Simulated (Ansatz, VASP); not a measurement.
**Cross-check of NiPt (NiPt in the L11 ordering) between VASP and Ansatz**

Wanted: the spread between two codes on one cell, functional and k mesh. The cell is generated by rule, not measured, and may not be a known phase. The cell is taken from a series of runs on this material, whose earlier steps may have relaxed, scaled, displaced or heated it; both programs get it as it stands.

Calculated with Ansatz 0.2.0; plane waves, with VASP 6.6.1 beside it; zone-centre phonons at LDA.

The structure was built from a prototype and need not be the compound's stable phase.

## (1) Starting point

Symmetry: R-3m, No. 166, trigonal system. The conventional cell has a = 2.659 Å, b = 2.659 Å, c = 12.427 Å, α = 90.00°, β = 90.00°, γ = 120.00°. Nearest to Ni lie 6 Pt at 2.58 Å and 6 Ni at 2.66 Å. Pt has 6 Ni at 2.58 Å and 6 Pt at 2.66 Å nearest. Farther neighbours are not listed.

## (2) Ansatz: zone-centre phonons, LDA

Ansatz runs on its default PAW (the set named soft_2) files.

Second derivatives magnify differences that forces hide, and they need a tight electronic threshold.

input.yaml reads:

```yaml
crystal:
  lattice:
    - [3.6452046946, 1.7648633722, 1.7648633722]
    - [1.7648633722, 3.6452046946, 1.7648633722]
    - [1.7648633722, 1.7648633722, 3.6452046946]
  atoms:
    - { symbol: Ni, position: [0.0, 0.0, 0.0], spin: 0.77 }
    - { symbol: Pt, position: [0.5, 0.5, 0.5], spin: 0.22 }
kpoints:
  mp_grid: { grid: [8, 8, 8] }
hamiltonian:
  xc: lda
scf:
  occupations: { method: gaussian, width: 0.15 }
output:
  eigenvalues: true
  populations: true
magnetization:
  spin_polarized: true
phonons:
  method: dfpt
  qmesh: [2, 2, 2]
  temperatures: { t_max: 1000, t_step: 50 }
  qpath:
    path:
      - [[0.0, 0.0, 0.0], [0.5, 0.5, 0.5], [0.8104396, 0.1895604, 0.5]]
      - [[0.5, -0.1895604, 0.1895604], [0.5, 0.0, 0.0], [0.0, 0.0, 0.0], [0.3447802, -0.3447802, 0.0]]
      - [[0.6552198, 0.0, 0.3447802], [0.5, 0.0, 0.5], [0.0, 0.0, 0.0]]
    npoints: 10
```

The run is started by

```bash
> ansatz run input.yaml --threads 4 --pin off --max-ram 8192MiB --backend cpu --events-out ev --progress --plain --runs-dir out
```

Numbers of over 12 decimals in the logs are rounded to 6 here.

The program printed:

```text
Engine: ansatz 0.2.0, aarch64-unknown-linux-gnu
Pseudopotentials: kind: paw
Pseudopotential: Ni, paw, valence charge 18, recommended cutoff 420 eV (normal), Ni.paw.azcp
Pseudopotential: Pt, paw, valence charge 18, recommended cutoff 420 eV (normal), Pt.paw.azcp
Functional definition: SPW92
  exchange = slater_x
  correlation = pw_c
Crystal: 2 atoms, lattice volume = 25.368 Å³
Basis set: ecut = 420 eV, 523 PW (Γ), exchange–correlation on 60×60×60 points (8 copies of the dense FFT grid, shifted against one another)
Bands: 23, of which v1, the nominal top of the filled ones, is band 18 counted from 1 (17 counted from 0)
Symmetry: 12 space group operations
Space group: R-3m (ITA 166), of the structure as read, at distance tolerance 2.9e-5 Å
Magnetic group: BNS 166.97 (UNI 1327), of the structure as read, at distance tolerance 2.9e-5 Å
k-points: 65 of 512
Non-local potential: Ni, projectors of the file, l = 0: 3, l = 1: 2, l = 2: 3, l = 3: 1
Non-local potential: Pt, projectors of the file, l = 0: 3, l = 1: 2, l = 2: 2, l = 3: 1
PAW form: soft (Blöchl's): semilocal exchange-correlation on the pseudo side does not see the compensation charge
PAW frozen core: Ni, regenerated for the run's functional, and the local potential with it (the file was generated under x = pbe(κ = 0.804, μ = 0.219515), c = pbe(β = 0.066725))
PAW frozen core: Pt, regenerated for the run's functional, and the local potential with it (the file was generated under x = pbe(κ = 0.804, μ = 0.219515), c = pbe(β = 0.066725))
PAW one-centre angular grid: Ni, 590 points (default); XC on 64 Gauss nodes
PAW one-centre angular grid: Pt, 590 points (default); XC on 64 Gauss nodes
Initial density: superposition of atomic densities (chi_scale 0.1, normalization cell)
Starting moments: Σ|m| = 0.99 μB on 2 of 2 sites
Initial wavefunctions: pseudopotential atomic-orbital guess
Functional: x = slater, c = lda
SCF 1 converged in 14 iterations: F = -18018.418903 eV  dr2 = 5.30e-11
  greatest PAW one-centre occupation: 1.002 electrons in one spin orbital (limit 2), on the Ni atom at site 0 (counted from 0), in its partial waves of l = 1
a single point of the input's cell can leave the moments in the input for a lower state (scf.lower_state_search): this run first made a single point of its cell. This run's own SCFs start from the density of the state that the single point found, with the moments in the input. The single point stayed on the moments in the input.
Initial density: read from a saved state, or passed on in memory by an earlier SCF of this step, an earlier step, the calling program or the single point that the run made first
Stability of the state it starts from, as read at its close in the collinear treatment: not read negative (Ritz values of 1 − χ₀K, real part plus size of imaginary part, from 0.71 to 1.0, by its mixing steps under the symmetry group of the SCF that read it); its run was given moments
Starting moments: Σ|m| = 0.99 μB on 2 of 2 sites; this step starts from the density that it was given
iter 1 solved again at ethr=1.62e-8 eV; its pass at ethr=3.10e-3 eV (dr2=5.83e-6 eV) is discarded
SCF iter   1: F=—  HF=-18018.418896 eV  |F-HF|=—  |Δ(HF+E_count)|=         —  Δρ=1.20e-6 (↑1.20e-6 ↓3.82e-7)  dr2=1.50e-10  dr2_m=1.29e-10  M=1.007 μB ∫|m|=1.063 μB  β_m=0.65  ethr=1.62e-8  ⟨swp⟩=3.2  Hψ=20409  notcnv=0
eigensolver tolerance schedule: the retry pair's looser diagonalisation over-reported the residual by 38866.84 of it (diagonalisation noise at 0.25 of the residual, at the tolerance the schedule requests for it); recorded, not acted on — ethr = c·dr2/N_el stays at c = 1.0e-1
preconditioner: auto → none  [metal: Δε(μ)=0.006 eV  Ē_g=10.742 eV  σ=0.150 eV  W_gap=0.02  n_scr=2 (ndim 8)  ℏωp=33.0 eV  f_vac=0.000  D(μ)=3.42/eV (n_scr^D=48)]
SCF iter   2: F=—  HF=-18018.418903 eV  |F-HF|=—  |Δ(HF+E_count)|=   6.90e-6  Δρ=1.31e-6 (↑6.41e-7 ↓1.31e-6)  dr2=5.34e-10  dr2_m=3.00e-11  M=1.007 μB ∫|m|=1.063 μB  β_m=0.30  ethr=1.00e-12  ⟨swp⟩=3.1  Hψ=7525  notcnv=0
SCF iter   3: F=—  HF=-18018.418903 eV  |F-HF|=—  |Δ(HF+E_count)|=  1.89e-10  Δρ=4.24e-7 (↑2.80e-7 ↓4.24e-7)  dr2=6.96e-12  dr2_m=2.64e-11  M=1.007 μB ∫|m|=1.063 μB  β_m=0.41  ethr=1.00e-12  ⟨swp⟩=2.1  Hψ=4559  notcnv=0
SCF iter   4: F=—  HF=-18018.418903 eV  |F-HF|=—  |Δ(HF+E_count)|=  7.28e-12  Δρ=2.54e-7 (↑2.54e-7 ↓9.32e-8)  dr2=5.61e-12  dr2_m=6.08e-12  M=1.007 μB ∫|m|=1.063 μB  β_m=0.49  ethr=1.00e-12  ⟨swp⟩=1.0  Hψ=2990  notcnv=0
SCF iter   5: F=—  HF=-18018.418903 eV  |F-HF|=—  |Δ(HF+E_count)|=  7.28e-12  Δρ=1.05e-7 (↑5.07e-8 ↓1.05e-7)  dr2=4.21e-12  dr2_m=2.13e-13  M=1.007 μB ∫|m|=1.063 μB  β_m=0.48  ethr=1.00e-12  ⟨swp⟩=1.0  Hψ=2990  notcnv=0
SCF iter   6: F=—  HF=-18018.418903 eV  |F-HF|=—  |Δ(HF+E_count)|=    0.00e0  Δρ=2.88e-8 (↑8.34e-9 ↓2.88e-8)  dr2=2.56e-13  dr2_m=3.45e-14  M=1.007 μB ∫|m|=1.063 μB  β_m=0.65  ethr=1.00e-12  ⟨swp⟩=1.0  Hψ=2990  notcnv=0
SCF iter   7: F=—  HF=-18018.418903 eV  |F-HF|=—  |Δ(HF+E_count)|=  3.64e-12  Δρ=1.98e-8 (↑5.45e-9 ↓1.98e-8)  dr2=1.06e-13  dr2_m=2.62e-14  M=1.007 μB ∫|m|=1.063 μB  β_m=0.83  ethr=1.00e-12  ⟨swp⟩=1.0  Hψ=2990  notcnv=0
[...]
SCF iter   3: F=—  HF=-18018.418903 eV  |F-HF|=—  |Δ(HF+E_count)|=  6.88e-10  Δρ=4.65e-7 (↑4.65e-7 ↓3.40e-7)  dr2=1.29e-10  dr2_m=2.99e-12  M=1.007 μB ∫|m|=1.063 μB  β_m=0.22  ethr=1.92e-12  ⟨swp⟩=2.0  Hψ=3743  notcnv=0
SCF iter   4: F=—  HF=-18018.418903 eV  |F-HF|=—  |Δ(HF+E_count)|=  2.18e-11  Δρ=5.28e-7 (↑2.85e-7 ↓5.28e-7)  dr2=1.04e-10  dr2_m=4.15e-12  M=1.007 μB ∫|m|=1.063 μB  β_m=0.43  ethr=1.00e-12  ⟨swp⟩=1.0  Hψ=2990  notcnv=0
SCF iter   5: F=—  HF=-18018.418903 eV  |F-HF|=—  |Δ(HF+E_count)|=  1.82e-11  Δρ=2.02e-7 (↑1.05e-7 ↓2.02e-7)  dr2=1.46e-11  dr2_m=7.86e-13  M=1.007 μB ∫|m|=1.063 μB  β_m=0.59  ethr=1.00e-12  ⟨swp⟩=1.0  Hψ=2990  notcnv=0
SCF iter   6: F=—  HF=-18018.418903 eV  |F-HF|=—  |Δ(HF+E_count)|=    0.00e0  Δρ=1.78e-7 (↑8.70e-8 ↓1.78e-7)  dr2=1.10e-11  dr2_m=6.59e-13  M=1.007 μB ∫|m|=1.063 μB  β_m=0.58  ethr=1.00e-12  ⟨swp⟩=2.0  Hψ=4909  notcnv=0
SCF iter   7: F=-18018.418903 eV  HF=-18018.418903 eV  |F-HF|=3.64e-12  |Δ(HF+E_count)|=    0.00e0  Δρ=1.27e-7 (↑5.96e-8 ↓1.27e-7)  dr2=5.46e-12  dr2_m=3.63e-13  M=1.007 μB ∫|m|=1.063 μB  ethr=1.00e-12  ⟨swp⟩=2.0  Hψ=5196  notcnv=0
SCF 3 converged in 7 iterations: F = -18018.418903 eV  dr2 = 5.46e-12
phonons: the bands overlap, so this run is a metal and interpolates without the dipole-dipole term. If the crystal is really an insulator or semiconductor, its LO-TO splitting is missing
NSCF: frozen V_eff on 65 k-points
NSCF: frozen V_eff on 150 k-points
DFPT response loops at q = (0, 0, 0) (fractional): preconditioner auto → Kerker (q_TF=auto, 2.892 Å⁻¹) (partly filled bands, converged f_vac=0.000); β = 1.00, the filter's whole step (`scf.mixing.beta` (0.30) is not read by the response loops under this deck's `scf.mixing.preconditioner`; to damp them name `kerker` or `kerker_dos`, under which they read `scf.mixing.beta`, and type it under 1.00, their step now; both keys bind the ground state too); Broyden in place of MSR1
NSCF: frozen V_eff on 520 k-points
DFPT response loops at q = (0, 0, -0.5) (fractional): mixed as the last ones told, above
NSCF: frozen V_eff on 520 k-points
DFPT response loops at q = (0, -0.5, -0.5) (fractional): mixed as the last ones told, above
NSCF: frozen V_eff on 300 k-points
DFPT response loops at q = (-0.5, -0.5, -0.5) (fractional): mixed as the last ones told, above
SCF converged after 8 iterations
Magnetization: 1.0068 μB (18.5034 up, 17.4966 down)
Absolute magnetization: 1.0635 μB (∫|ρ↑−ρ↓|, with the PAW one-centre terms)
Spin contamination: 0.0102 ħ² per cell (⟨S²⟩ above its minimum at these occupations)
Per-site moments (μB) at R_I (Å): [(0.760613, 1.063506), (0.263945, 1.063506)]
Free energy (F): -18018.418903 eV
Harris-Foulkes:  -18018.418903 eV  (|F-HF|=7.28e-12)
Internal energy: -18018.380472 eV  (E = F + TS)
E sigma→0 (E₀):  -18018.399688 eV
Entropy (-TS):   -0.038430 eV (-19.215 meV/atom)
Fermi energy:    21.485094 eV
--- Per-component energies (eV) ---
  E_band       = -387.565854
  E_kinetic    = 923.609842
  E_local      = -4929.337521  (includes V_loc(G=0)·N_el)
  E_nonlocal   = 847.266311
  E_hartree    = 2004.035206
  E_xc         = -346.026830
  E_vxc        = -413.597192  (∫ρ·V_xc dr)
  E_paw        = -10742.423809  (= ΣΔE_a)
  E_vpaw       = -823.578259  (= ΣTr[D̂ρ^β])
  E_aug_tail   = 0.000570  (compensation charges beyond the density's cutoff)
  E_ewald      = -5776.402231
  E_core_change = 0.897990  (= ΣΔE_core)
  E_smearing   = -0.038430  (= −TS)
  E_closure    = -0.000000  (closes the sum)
  Σ components = -18018.418903   (vs F -18018.418903, Δ=0.00e0)
--- Band table (eV; the first three rows and the last of 130) ---
  k-point 0 ↑: bands = [... 14 lower, 18.9761, 20.1256, 20.1256, 21.2929, 21.2929, 21.4124, 28.3136, 36.8209, ... 1 higher]
  k-point 1 ↑: bands = [... 14 lower, 19.0817, 19.6234, 19.9793, 20.1952, 21.1280, 23.7318, 28.4586, 37.3500, ... 1 higher]
  k-point 2 ↑: bands = [... 14 lower, 19.1983, 19.2049, 19.9497, 20.4576, 20.7595, 25.7680, 29.4466, 33.2223, ... 1 higher]
  k-point 64 ↓: bands = [... 14 lower, 20.1501, 20.1501, 20.3061, 20.3061, 20.7454, 20.7454, 34.9615, 37.4326, ... 1 higher]
--- Phonons (Γ-DFPT): 2 representative perturbations + reference (Σ response iterations 6) ---
  ASR residual: 4.289e-5 → 0.000e0 eV/Å²; symmetrization residual: 5.759e-6 eV/Å²
  ASR residual per site (eV/Å²): 2.06e-5 4.29e-5
  Γ frequencies (cm⁻¹): 0.00 0.00 0.00 139.40 139.40 268.72
--- Phonons (arbitrary-q DFPT): 4 irreducible q on the 2×2×2 mesh ---
  q = [0.0000, 0.0000, 0.0000] (star 1, of the zone-centre solve; hermiticity 1.87e-6, symmetrization 2.95e-13): -0.00 -0.00 0.00 139.40 139.40 268.72
  q = [0.0000, 0.0000, -0.5000] (star 3, 4 solved perturbations in 820 linear systems a pass and spin channel, the states on 260 of 512 k-point pairs; hermiticity 7.14e-7, symmetrization 1.73e-13): 114.23 137.06 149.30 168.65 220.97 238.28
  q = [0.0000, -0.5000, -0.5000] (star 3, 4 solved perturbations in 820 linear systems a pass and spin channel, the states on 260 of 512 k-point pairs; hermiticity 8.40e-7, symmetrization 9.63e-14): 72.66 111.29 168.58 183.04 210.26 267.27
  q = [-0.5000, -0.5000, -0.5000] (star 1, 2 solved perturbations on 150 of 512 k-point pairs; hermiticity 8.44e-13, symmetrization 6.42e-13): 61.27 61.27 123.45 123.45 137.11 251.30
  sum rule: each row above includes the acoustic sum rule's correction from the zone centre's row sums; it moved no ω² by more than (0.40 cm⁻¹)²
  mesh force constants: q→R imaginary residual 1.29e-17; ASR residual 4.289e-5 → 0.000e0 eV/Å²; symmetrization residual 1.066e-14 eV/Å²
  interpolated dispersion: 73 rows × 6 modes
  density of states and harmonic sums: on the 28×28×28 q-mesh, interpolated from the force constants of a 2×2×2 supercell (no non-analytic term)
  largest difference from the sums on the solved wave vectors: F 6.87e-2 eV, S 1.01e-4 and C_V 3.23e-5 eV/K
  zero-point energy: 0.059324 eV/cell   skipped modes (ω ≤ 0): 3   left out of the sums: 2.28e-5 of the cell's modes: C_V's classical limit lies that fraction below 3 k_B per atom; for a crystal, a wire or a layer, F and S can be off by more, and a phonons.interpolated_qmesh denser along its periods is the remedy for the sampling
--- Löwdin populations: 2 sites ---
  site symbol       q [e]    m [muB]
     0     Ni     17.6717     0.7384
     1     Pt     17.9509     0.2957
  spilling = 0.010482 (of n_electrons = 36.000000)
```

The column dr2 measures how far the density is from self-consistency, as an energy; F and HF (Harris–Foulkes) agree once it is small.

(Part 1 of 2 ends here.)

[Lines on the potential files, build, host, timing and source positions are cut from VASP's logs without a mark.]

[Logs are printed without paths, hosts, clocks, repeated set-up lines and the standing remarks that a program may print on its own settings, such as how far it seeks lower states.]

[Hosts, paths, dates, database ids (printed as entryN), source tags and the programs' standing remarks are cut or masked in the printed files.]
